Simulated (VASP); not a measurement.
Level of theory: PBE GGA, VASP's PBE PAW potentials (set 64) (plane waves; VASP).

Input for VASP

File POSCAR:
```
CsSnI3
1
    6.2403363316     0.0000000000     0.0000000000
    0.0000000000     6.2403363316     0.0000000000
    0.0000000000     0.0000000000     6.2403363316
Cs Sn I
1 1 3
Direct
  0.0000000000   0.0000000000   0.0000000000
  0.5000000000   0.5000000000   0.5000000000
  0.5000000000   0.0000000000   0.5000000000
  0.0000000000   0.5000000000   0.5000000000
  0.5000000000   0.5000000000   0.0000000000
```

### KPOINTS
```
Automatic mesh
0
Gamma
3 3 3
0 0 0
```

**INCAR**
```
# general
SYSTEM  = CsSnI3
PREC    = Accurate
ENCUT   = 400
LREAL   = F
LASPH   = T

# electronic loop
EDIFF   = 1E-6   # SCF stop (eV)
NELM    = 100   # most electronic steps
ALGO    = Normal   # blocked Davidson
LMAXMIX = 4

# smearing
ISMEAR  = 0   # Gaussian
SIGMA   = 0.05   # width (eV)

# functional
GGA     = PE

# output
LWAVE   = F
LCHARG  = T
```

POTCAR, in this order: Cs_sv Sn_d I (PBE.64 set). Program: vasp_std.

Q: What will the output report for the number of irreducible k-points (NKPTS), largest plane-wave count, number of space-group operations, FFT grid (NGX, NGY, NGZ)?

A: 
```yaml
number of irreducible k-points (NKPTS): 4
largest_plane_wave_count: 4438
number_of_space_group_operations: 48
FFT grid (NGX, NGY, NGZ): 42 × 42 × 42
```

The compound is CsSnI3 in the cubic perovskite structure, the ideal cubic form; the compound distorts at low or room temperature. It was relaxed first.
